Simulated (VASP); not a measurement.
A VASP calculation is set up with these files.

### KPOINTS
```
Regular mesh
0
gamma
  10 10 6
0 0 0
```

### INCAR
```
SYSTEM = Nb2N
PREC = Accurate; ENCUT = 520; LREAL = .FALSE.
LASPH = .TRUE.
EDIFF = 1E-6; NELM = 100; ALGO = Normal
LMAXMIX = 4
ISMEAR = 1; SIGMA = 0.1
GGA = PS
IBRION = 2; NSW = 60; ISIF = 3
EDIFFG = -0.02
LWAVE = .FALSE.; LCHARG = .FALSE.
```

### POSCAR
```
Nb2N
1
    3.1148161851     0.0000000000     0.0000000000
   -1.5574080925     2.6975100112    -0.0000000000
    0.0000000000     0.0000000000     4.7970599520
Nb N
2 1
Direct
  0.6666670000   0.3333330000   0.2542961056
  0.3333330000   0.6666670000   0.7457038944
  1.0000000000   0.0000000000   0.5000000000
```

POTCAR, in this order: Nb_sv N (PBE.64 set). Program: vasp_std.

### Question
Translate this PBEsol calculation to Quantum ESPRESSO's pw.x.

### Answer
One equivalent input (not run):
```
&CONTROL
  calculation = 'vc-relax'
  pseudo_dir = './pseudo'
  outdir = './out'
  tprnfor = .true.
  tstress = .true.
  nstep = 60
  forc_conv_thr = 0.00078
/
&SYSTEM
  ibrav = 0
  nat = 3
  ntyp = 2
  ecutwfc = 84
  occupations = 'smearing'
  smearing = 'methfessel-paxton'
  degauss = 0.00735
  input_dft = 'pbesol'
/
&ELECTRONS
  conv_thr = 7.3e-08
  electron_maxstep = 100
/
&IONS
/
&CELL
/
ATOMIC_SPECIES
  Nb 92.906 Nb.upf
  N 14.007 N.upf
CELL_PARAMETERS angstrom
     3.1148162    0.0000000    0.0000000
    -1.5574081    2.6975100   -0.0000000
     0.0000000    0.0000000    4.7970600
ATOMIC_POSITIONS crystal
  Nb   0.6666670  0.3333330  0.2542961
  Nb   0.3333330  0.6666670  0.7457039
  N    1.0000000  0.0000000  0.5000000
K_POINTS automatic
  10 10 6 0 0 0
```
What does not carry over: the potentials are each code's own (VASP's PAW set, PseudoDojo norm-conserving files in pw.x), so ENCUT and ecutwfc are chosen apart and not converted; conv_thr bounds pw.x's estimated SCF error, while EDIFF bounds the energy change between steps; forc_conv_thr acts on force components and is met together with etot_conv_thr.

The structure comes from a computed database's Nb2N entry (P-3m1); how it stands against other phases isn't given here. This run relaxes it. Symmetry was kept, so distortions that lower it aren't found. The start is the result of an earlier pass.
